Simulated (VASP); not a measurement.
A VASP calculation is set up with these files.

INCAR:
```
SYSTEM = MgO
PREC = Accurate
ENCUT = 300
EDIFF = 1E-6
NELM = 100
ALGO = Normal
LREAL = .FALSE.
LASPH = .TRUE.
ISMEAR = 0
SIGMA = 0.05
GGA = PE
LWAVE = .FALSE.
LCHARG = .FALSE.
ISIF = 3
IBRION = 2
NSW = 40
EDIFFG = -0.01
```

**POSCAR**
```
MgO
1
    0.0000000000     2.1471000000     2.1471000000
    2.1471000000     0.0000000000     2.1471000000
    2.1471000000     2.1471000000     0.0000000000
Mg O
1 1
Direct
  0.0000000000   0.0000000000   0.0000000000
  0.5000000000   0.5000000000   0.5000000000
```

### KPOINTS
```
Automatic mesh
0
Gamma
8 8 8
0 0 0
```

POTCAR, in this order: Mg O (PBE.64 set). Program: vasp_std.

Question: Does this input run properly? What does VASP do?

Answer: There is a fault: ENCUT is too low for a cell relaxation, so Pulay stress biases the volume. The run ends without an error. Against the sound run, the energy per atom (σ→0) drops by 0.283 eV/atom; the pressure hardly moves; the band gap rises by 1.27 eV; the volume shrinks by 11 %.

### standard output
```
...
DAV:  10    -0.120758997373E+02   -0.12067E-03   -0.17472E-04   464   0.127E-01    0.576E-03
DAV:  11    -0.120758994312E+02    0.30605E-06   -0.23122E-06   608   0.145E-02
   1 F= -.12075899E+02 E0= -.12075899E+02  d E =-.120759E+02
 bond charge predicted
       N       E                     dE             d eps       ncg     rms          rms(c)
DAV:   1    -0.181750556909E+02   -0.60992E+01   -0.16905E+02   464   0.142E+02    0.190E+01
DAV:   2    -0.115600552576E+02    0.66150E+01   -0.32473E+01   464   0.444E+01    0.358E+00
DAV:   3    -0.114448681657E+02    0.11519E+00   -0.61564E-01   480   0.801E+00    0.139E+00
DAV:   4    -0.114072751304E+02    0.37593E-01   -0.29075E-02   464   0.185E+00    0.245E-01
DAV:   5    -0.114071963779E+02    0.78752E-04   -0.15090E-03   552   0.308E-01    0.645E-02
DAV:   6    -0.114071652109E+02    0.31167E-04   -0.15915E-05   504   0.541E-02    0.592E-03
DAV:   7    -0.114071644154E+02    0.79547E-06   -0.59201E-06   496   0.200E-02
   2 F= -.11407164E+02 E0= -.11407164E+02  d E =0.668735E+00
 trial-energy change:    0.668735  1 .order    0.746632   -1.918465    3.411730
 bond charge predicted
       N       E                     dE             d eps       ncg     rms          rms(c)
DAV:   1    -0.151426844693E+02   -0.37355E+01   -0.60630E+01   464   0.737E+01    0.117E+01
DAV:   2    -0.125195265605E+02    0.26232E+01   -0.14390E+01   464   0.280E+01    0.126E+00
DAV:   3    -0.124897439137E+02    0.29783E-01   -0.88511E-02   496   0.293E+00    0.507E-01
DAV:   4    -0.124766034342E+02    0.13140E-01   -0.10655E-02   464   0.111E+00    0.829E-02
DAV:   5    -0.124766280368E+02   -0.24603E-04   -0.77780E-04   536   0.201E-01    0.366E-02
DAV:   6    -0.124766109550E+02    0.17082E-04   -0.68279E-05   464   0.577E-02    0.431E-03
DAV:   7    -0.124766116609E+02   -0.70588E-06   -0.17108E-06   432   0.135E-02
   3 F= -.12476612E+02 E0= -.12476612E+02  d E =-.400712E+00
 ZBRENT: interpolating
 bond charge predicted
       N       E                     dE             d eps       ncg     rms          rms(c)
DAV:   1    -0.124814338421E+02   -0.48229E-02   -0.73943E-02   464   0.266E+00    0.411E-01
DAV:   2    -0.124782727352E+02    0.31611E-02   -0.19007E-02   464   0.100E+00    0.456E-02
DAV:   3    -0.124782389330E+02    0.33802E-04   -0.10823E-04   504   0.116E-01    0.227E-02
DAV:   4    -0.124782244135E+02    0.14520E-04   -0.12602E-05   464   0.385E-02    0.393E-03
DAV:   5    -0.124782251102E+02   -0.69666E-06   -0.78820E-07   256   0.653E-03
   4 F= -.12478225E+02 E0= -.12478225E+02  d E =-.402326E+00
 ZBRENT: interpolating
 bond charge predicted
       N       E                     dE             d eps       ncg     rms          rms(c)
DAV:   1    -0.124786281588E+02   -0.40375E-03   -0.10116E-02   464   0.983E-01    0.152E-01
DAV:   2    -0.124781981849E+02    0.42997E-03   -0.25818E-03   464   0.370E-01    0.168E-02
DAV:   3    -0.124781926569E+02    0.55280E-05   -0.14821E-05   504   0.428E-02    0.831E-03
DAV:   4    -0.124781913150E+02    0.13419E-05   -0.17041E-06   480   0.142E-02    0.144E-03
DAV:   5    -0.124781915630E+02   -0.24795E-06   -0.10613E-07   240   0.239E-03
   5 F= -.12478192E+02 E0= -.12478192E+02  d E =-.402292E+00
 ZBRENT: accuracy reached
 bond charge predicted
       N       E                     dE             d eps       ncg     rms          rms(c)
DAV:   1    -0.124789278202E+02   -0.73651E-03   -0.17523E-02   464   0.129E+00    0.200E-01
DAV:   2    -0.124781748750E+02    0.75295E-03   -0.44971E-03   464   0.488E-01    0.220E-02
DAV:   3    -0.124781697950E+02    0.50800E-05   -0.25368E-05   512   0.561E-02    0.109E-02
DAV:   4    -0.124781644536E+02    0.53414E-05   -0.29638E-06   480   0.187E-02    0.188E-03
DAV:   5    -0.124781641414E+02    0.31224E-06   -0.18482E-07   248   0.316E-03
   6 F= -.12478164E+02 E0= -.12478164E+02  d E =0.274216E-04
 trial-energy change:    0.000027  1 .order    0.000026   -0.000272    0.000323
 bond charge predicted
       N       E                     dE             d eps       ncg     rms          rms(c)
DAV:   1    -0.124784765718E+02   -0.31212E-03   -0.51739E-03   464   0.703E-01    0.109E-01
DAV:   2    -0.124782560572E+02    0.22051E-03   -0.13277E-03   464   0.265E-01    0.120E-02
DAV:   3    -0.124782529272E+02    0.31300E-05   -0.75347E-06   520   0.305E-02    0.597E-03
DAV:   4    -0.124782524458E+02    0.48142E-06   -0.86749E-07   256   0.102E-02
   7 F= -.12478252E+02 E0= -.12478252E+02  d E =-.608828E-04
 reached required accuracy - stopping structural energy minimisation
```

**OUTCAR**
```
------------------------ aborting loop because EDIFF is reached ----------------------------------------
  FORCE on cell =-STRESS in cart. coord.  units (eV):
  Direction    XX          YY          ZZ          XY          YZ          ZX
  --------------------------------------------------------------------------------------
  Total       -0.0009604     -0.0009604     -0.0009604     -0.0000000      0.0000000      0.0000000
  in kB       -0.0907656     -0.0907656     -0.0907656     -0.0000000      0.0000000      0.0000000
  external PRESSURE =      -0.0907656 kB  Pullay stress =       0.0000000 kB
  volume of cell :       16.95
      direct lattice vectors                 reciprocal lattice vectors
     0.000000000  2.038945936  2.038945936    -0.245224746  0.245224746  0.245224746
     2.038945936  0.000000000  2.038945936     0.245224746 -0.245224746  0.245224746
     2.038945936  2.038945936  0.000000000     0.245224746  0.245224746 -0.245224746
  FREE ENERGIE OF THE ION-ELECTRON SYSTEM (eV)
  ---------------------------------------------------
  free  energy   TOTEN  =       -12.4782524458 eV

  energy  without entropy=      -12.4782524458  energy(sigma->0) =      -12.47825245

 reached required accuracy - stopping structural energy minimisation
```
(Selected blocks of OUTCAR.)

To mend it, set ENCUT = 520.

The mended run (PBE GGA, plane waves, VASP's PBE PAW potentials (set 64)) converges, and its OSZICAR ends with
```
   3 F= -.11912578E+02 E0= -.11912578E+02  d E =-.984453E-02
```

The compound is MgO in the rock salt structure.
